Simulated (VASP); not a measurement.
**Rh: Rh into a neighbouring Rh vacancy**

How hard is this move in Rh: Rh into a neighbouring Rh vacancy? Both ends are relaxed first, then a band of images between them.

Main program and level: VASP 6.6.1; PBEsol; plane waves and PAW (Rh).

### Step 1. The host crystal

The structure is cubic, space group Fm-3m (No. 225). The conventional cell has a = 3.800 Å, b = 3.800 Å, c = 3.800 Å, α = 90.00°, β = 90.00°, γ = 90.00°. Nearest to Rh lie 12 Rh at 2.69 Å.

As a file:

```xyz
1
Lattice="0.0000 1.9000 1.9000 1.9000 0.0000 1.9000 1.9000 1.9000 0.0000" Properties=species:S:1:pos:R:3 pbc="T T T"
Rh    0.0000    0.0000    0.0000
```

### Step 2. Relax the host

First cell and atoms are relaxed at a raised cutoff, so that later runs start from this functional's own cell.

The input, INCAR:

```
SYSTEM = Rh
PREC = Accurate
ENCUT = 350
EDIFF = 1E-06
NELM = 120
ISMEAR = 1
SIGMA = 0.15
LREAL = .FALSE.
ALGO = Normal
GGA = PS
NBANDS = 10
LASPH = .TRUE.
LORBIT = 11
LWAVE = .FALSE.
LCHARG = .FALSE.
KPAR = 6
IBRION = 2
NSW = 40
ISIF = 3
EDIFFG = -0.02
POTIM = 0.4
```

The input, POSCAR:

```
Rh
1.0
    0.0000000000      1.9000000000      1.9000000000
    1.9000000000      0.0000000000      1.9000000000
    1.9000000000      1.9000000000      0.0000000000
Rh
1
Direct
    0.0000000000      0.0000000000      0.0000000000
```

The input, KPOINTS:

```
Automatic mesh
0
Gamma
15 15 15
0 0 0
```

The projector-augmented-wave data sets are Rh (PBE family, release 64).

Run with:

```console
$ mpirun -np 6 vasp_std
```

What it wrote:

```text
[banner, memory and clock lines left out]
running    6 mpi-ranks, on    1 nodes
 distrk:  each k-point on    1 cores,    6 groups
 distr:  one band on    1 cores,    1 groups

 POSCAR found type information on POSCAR Rh
 POSCAR found :  1 types and       1 ions
|                                                                             |
|           W    W    AA    RRRRR   N    N  II  N    N   GGGG   !!!           |
|           W    W   A  A   R    R  NN   N  II  NN   N  G    G  !!!           |
|           W    W  A    A  R    R  N N  N  II  N N  N  G       !!!           |
|           W WW W  AAAAAA  RRRRR   N  N N  II  N  N N  G  GGG   !            |
|           WW  WW  A    A  R   R   N   NN  II  N   NN  G    G                |
|           W    W  A    A  R    R  N    N  II  N    N   GGGG   !!!           |
|                                                                             |
|     For optimal performance we recommend to set                             |
|       NCORE = 2 up to number-of-cores-per-socket                            |
|     NCORE specifies how many cores store one orbital (NPAR=cpu/NCORE).      |
|     This setting can greatly improve the performance of VASP for DFT.       |
|     The default, NCORE=1 might be grossly inefficient on modern             |
|     multi-core architectures or massively parallel machines. Do your        |
|     Unfortunately you need to use the default for GW and RPA                |
|     calculations (for HF NCORE is supported but not extensively tested      |
|     yet).                                                                   |
|                                                                             |

|                                                                             |
|               ----> ADVICE to this user running VASP <----                  |
|                                                                             |
|     You enforced a specific xc type in the INCAR file but a different       |
|     [... a line on the potential file left out ...]
|     I HOPE YOU KNOW WHAT YOU ARE DOING!                                     |
|                                                                             |

 LDA part: xc-table for (Slater+PW92), standard interpolation
 POSCAR, INCAR and KPOINTS ok, starting setup
 FFT: planning ... GRIDC
 FFT: planning ... GRID_SOFT
 FFT: planning ... GRID
 WAVECAR not read
 entering main loop
       N       E                     dE             d eps       ncg     rms          rms(c)
DAV:   1     0.189813286169E+02    0.18981E+02   -0.31514E+03  2464   0.550E+02
DAV:   2    -0.859800681199E+01   -0.27579E+02   -0.26523E+02  2538   0.131E+02
DAV:   3    -0.881007114579E+01   -0.21206E+00   -0.21173E+00  3060   0.131E+01
DAV:   4    -0.881029165379E+01   -0.22051E-03   -0.22050E-03  2826   0.422E-01
DAV:   5    -0.881029219867E+01   -0.54488E-06   -0.54633E-06  2816   0.197E-02    0.113E+01
DAV:   6    -0.820676147455E+01    0.60353E+00   -0.18966E+00  2580   0.115E+01    0.377E+00
DAV:   7    -0.815958722669E+01    0.47174E-01   -0.13367E-01  2696   0.289E+00    0.134E+00
DAV:   8    -0.815408204432E+01    0.55052E-02   -0.65185E-03  2608   0.744E-01    0.691E-01
DAV:   9    -0.815187559875E+01    0.22064E-02   -0.59407E-04  2494   0.223E-01    0.434E-02
DAV:  10    -0.815187068471E+01    0.49140E-05   -0.27539E-06  3050   0.154E-02    0.113E-02
DAV:  11    -0.815186934839E+01    0.13363E-05   -0.51141E-08  1916   0.220E-03    0.741E-04
DAV:  12    -0.815186933293E+01    0.15458E-07   -0.50597E-09  1220   0.588E-04
   1 F= -.81518693E+01 E0= -.81516464E+01  d E =-.815187E+01
 curvature:   0.00 expect dE= 0.000E+00 dE for cont linesearch  0.000E+00
 trial: gam= 0.00000 g(F)=  0.000E+00 g(S)=  0.351E-01 ort = 0.000E+00 (trialstep = 0.100E+01)
 search vector abs. value=  0.351E-01
 bond charge predicted
       N       E                     dE             d eps       ncg     rms          rms(c)
DAV:   1    -0.842113487656E+01   -0.26927E+00   -0.64337E+00  2428   0.252E+01    0.480E+00
DAV:   2    -0.814838211851E+01    0.27275E+00   -0.83865E-01  2408   0.765E+00    0.933E-01
DAV:   3    -0.813439886069E+01    0.13983E-01   -0.57824E-02  2522   0.181E+00    0.293E-01
DAV:   4    -0.813453053636E+01   -0.13168E-03   -0.30424E-03  2530   0.363E-01    0.553E-02
DAV:   5    -0.813467292929E+01   -0.14239E-03   -0.16088E-04  2814   0.808E-02    0.193E-02
DAV:   6    -0.813467661012E+01   -0.36808E-05   -0.16408E-06  2546   0.926E-03    0.891E-04
DAV:   7    -0.813467656733E+01    0.42785E-07   -0.23397E-08  1302   0.126E-03
   2 F= -.81346766E+01 E0= -.81344720E+01  d E =0.171928E-01
 trial-energy change:    0.017193  1 .order    0.018918   -0.035132    0.072969
 step:   0.3467(harm=  0.3250)  dis= 0.00000  next Energy=    -8.158031 (dE=-0.616E-02)
 bond charge predicted
       N       E                     dE             d eps       ncg     rms          rms(c)
DAV:   1    -0.828097841034E+01   -0.14630E+00   -0.27655E+00  2430   0.168E+01    0.270E+00
DAV:   2    -0.816296784434E+01    0.11801E+00   -0.39102E-01  2410   0.517E+00    0.799E-01
DAV:   3    -0.815817866382E+01    0.47892E-02   -0.18917E-02  2536   0.101E+00    0.319E-01
DAV:   4    -0.815810987712E+01    0.68787E-04   -0.14513E-03  2544   0.242E-01    0.448E-02
DAV:   5    -0.815814383071E+01   -0.33954E-04   -0.30080E-05  2880   0.410E-02    0.145E-02
DAV:   6    -0.815814730849E+01   -0.34778E-05   -0.49600E-07  2144   0.557E-03    0.782E-04
DAV:   7    -0.815814737158E+01   -0.63095E-07   -0.16998E-08  1220   0.112E-03
   3 F= -.81581474E+01 E0= -.81579254E+01  d E =-.627804E-02
 curvature:  -0.16 expect dE=-0.785E-06 dE for cont linesearch -0.785E-06
 trial: gam=-0.01159 g(F)=  0.273E-64 g(S)=  0.483E-05 ort = 0.412E-03 (trialstep = 0.869E+00)
 search vector abs. value=  0.765E-09
 reached required accuracy - stopping structural energy minimisation
```

It took 4.4 s on 6 MPI ranks of AMD EPYC 9R14 (Zen 4), shared host; peak memory 0.58 GiB; 22 s of CPU time.

Lines that name or quote the potential files are left out of all logs, and their timing lines are given in words.

OUTCAR, selected parts (step 2):

```text
ion  position               nearest neighbor table
   1  0.000  0.000  0.000-

  LATTYP: Found a face centered cubic cell.
 ALAT       =     3.8000000000

 Subroutine GETGRP returns: Found 48 space group operations
 (whereof 48 operations were pure point group operations)

The static configuration has the point symmetry O_h .

 Found    120 irreducible k-points:

   k-points           NKPTS =    120   k-points in BZ     NKDIM =    120   number of bands    NBANDS=     10

   dimension x,y,z NGX =    16 NGY =   16 NGZ =   16
   dimension x,y,z NGXF=    32 NGYF=   32 NGZF=   32

   ENCUT  =  350.0 eV  25.72 Ry    5.07 a.u.   4.10  4.10  4.10*2*pi/ulx,y,z

   NELECT =       9.0000    total number of electrons

 k-points in reciprocal lattice and weights: Automatic mesh
   0.00000000  0.00000000  0.00000000       0.000
   0.06666667  0.00000000  0.00000000       0.002
   0.13333333  0.00000000  0.00000000       0.002
   0.20000000  0.00000000  0.00000000       0.002
   0.26666667  0.00000000  0.00000000       0.002
   0.33333333  0.00000000  0.00000000       0.002
   0.40000000  0.00000000  0.00000000       0.002
   0.46666667  0.00000000  0.00000000       0.002
   0.06666667  0.06666667  0.00000000       0.002
[...]
-0.33333333  0.46666667  0.20000000       0.007
  -0.26666667  0.46666667  0.20000000       0.007

 average (electrostatic) potential at core
       1 -61.4463

 E-fermi :  12.0690

 k-point     1 :       0.0000    0.0000    0.0000
  band No.  band energies     occupation
    ...
      2       8.8315      2.00000
      3       8.8315      2.00000
      4       8.8315      2.00000
      5      11.0236      2.00000
      6      11.0236      2.00000
      7      27.9950      0.00000
      8      28.0798      0.00000
      9      33.5860      0.00000
     10      33.5860      0.00000

 k-point     2 :       0.0667    0.0000    0.0000
  band No.  band energies     occupation
    ...
      2       8.7490      2.00000
      3       8.9037      2.00000
      4       8.9037      2.00000
      5      10.9827      2.00000
      6      10.9827      2.00000
      7      28.0791      0.00000
      8      28.2675      0.00000
      9      32.6185      0.00000
     10      33.8599      0.00000

 k-point     3 :       0.1333    0.0000    0.0000
  band No.  band energies     occupation
    ...
      2       8.5617      2.00000
      3       9.0781      2.00000
      4       9.0781      2.00000
      5      10.9111      2.00000
      6      10.9111      2.00000
      7      28.0761      0.00000
      8      28.9570      0.00000
      9      30.7756      0.00000
     10      34.6440      0.00000

  Total       -0.0064610     -0.0064610     -0.0064610     -0.0000000      0.0000000      0.0000000
  in kB       -0.7715336     -0.7715336     -0.7715336     -0.0000000      0.0000000      0.0000000
  external PRESSURE =      -0.7715336 kB  Pullay stress =       0.0000000 kB

  energy-cutoff  :      350.00
  volume of cell :       13.42
      direct lattice vectors                 reciprocal lattice vectors
     0.000000000  1.885996312  1.885996312    -0.265111865  0.265111865  0.265111865
     1.885996312  0.000000000  1.885996312     0.265111865 -0.265111865  0.265111865
     1.885996312  1.885996312  0.000000000     0.265111865  0.265111865 -0.265111865

 POSITION                                       TOTAL-FORCE (eV/Angst)
 -----------------------------------------------------------------------------------
      0.00000      0.00000      0.00000         0.000000     -0.000000     -0.000000
 -----------------------------------------------------------------------------------
    total drift:                                0.000000      0.000000      0.000000

  FREE ENERGIE OF THE ION-ELECTRON SYSTEM (eV)
  ---------------------------------------------------
  free  energy   TOTEN  =        -8.1581473716 eV

  energy  without entropy=       -8.1574813525  energy(sigma->0) =       -8.15792537

 reached required accuracy - stopping structural energy minimisation

 total charge
# of ion       s       p       d       tot
------------------------------------------
    1        0.506   0.618   7.372   8.496

[... 3 further parts left out ...]
```

CONTCAR:

```
Rh
   1.00000000000000
     0.0000000000000000    1.8859963121913317    1.8859963121913317
     1.8859963121913317    0.0000000000000000    1.8859963121913317
     1.8859963121913317    1.8859963121913317    0.0000000000000000
  Rh
     1
Direct
     0.0000000000000000    0.0000000000000000    0.0000000000000000
```

This run has no spin polarisation. Its electron count is odd, so without a moment it is a metal by construction. The PAW data sets were made with PBE, which is usual practice but a small mismatch for other functionals. The run keeps the 48 symmetry operations of its start, so it cannot find a distortion of lower symmetry.

Step by step:

```csv
step,energy less that of the first step (eV),largest force (eV/Å),pressure (GPa),volume (Å³)
1,0.0000,0.0000,-6.43,13.72
2,0.0172,0.0000,14.25,12.86
3,-0.0063,0.0000,-0.08,13.42
```

```csv
"conventional cell, symmetrised",before,after,change
a (Å),3.800,3.772,-0.7 %
b (Å),3.800,3.772,-0.7 %
c (Å),3.800,3.772,-0.7 %
volume (Å³/atom),13.72,13.42,-2.2 %
```

The relaxed structure:

```
Rh
1.0
     0.00000    1.88600    1.88600
     1.88600    0.00000    1.88600
     1.88600    1.88600    0.00000
Rh
1
Direct
  0.00000 0.00000 0.00000
```

This step gave:

```yaml
electronic_cycles: 26
electrons: 9
free_energy_toten: -8.158 eV
energy_at_zero_smearing: -8.158 eV
fermi_energy: 12.07 eV
labelled_metallic_from_the_levels_on_this_mesh: yes
```

The run ended after 3 ionic steps, 0.006 eV below its first step, once forces and stress met EDIFFG = -0.02.

(Continued in part 2 of 4.)

[Lines on the potential files, build, host, timing and source positions are cut from VASP's logs without a mark.]

[Logs are printed without paths, hosts, clocks, repeated set-up lines and the standing remarks that a program may print on its own settings, such as how far it seeks lower states.]

[Hosts, paths, dates, database ids (printed as entryN), source tags and the programs' standing remarks are cut or masked in the printed files.]

[Runs that stopped without an error message from VASP are left out.]
